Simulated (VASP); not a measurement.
Input:

```
MgTe
1.0
    2.28025    -3.94951     0.00000
    2.28025     3.94951     0.00000
    0.00000     0.00000     7.41544
Mg Te
2 2
Direct
  0.66667   0.33333   0.49976
  0.33333   0.66667   0.99976
  0.66667   0.33333   0.87624
  0.33333   0.66667   0.37624
```

Calculation: PW91 GGA, VASP's PBE PAW potentials (set 64) (plane waves; VASP). Run with 520 eV cut-off, 6×6×3 Γ-centred mesh, Gaussian smearing of 0.050 eV, potentials Mg Te.

Unless said otherwise, spin-orbit coupling is left out, though it shifts the bands of the heavy elements here.

Question: Predict the energy per atom (σ→0), pressure, band gap (on the k-mesh) with the smallest direct gap where there is one.

Answer: 
The band gap (on the k-mesh) is 2.52 eV and the smallest direct gap (on the k-mesh) is 2.52 eV. The energy per atom (σ→0) comes out as -311.3 kJ/mol of atoms. The pressure is 1.12 GPa.

Total energies compare only between runs with the same potentials, cut-off and functional.

The compound is MgTe in the wurtzite structure. This cell is one point of a volume scan, at 0.97 of the reference volume.
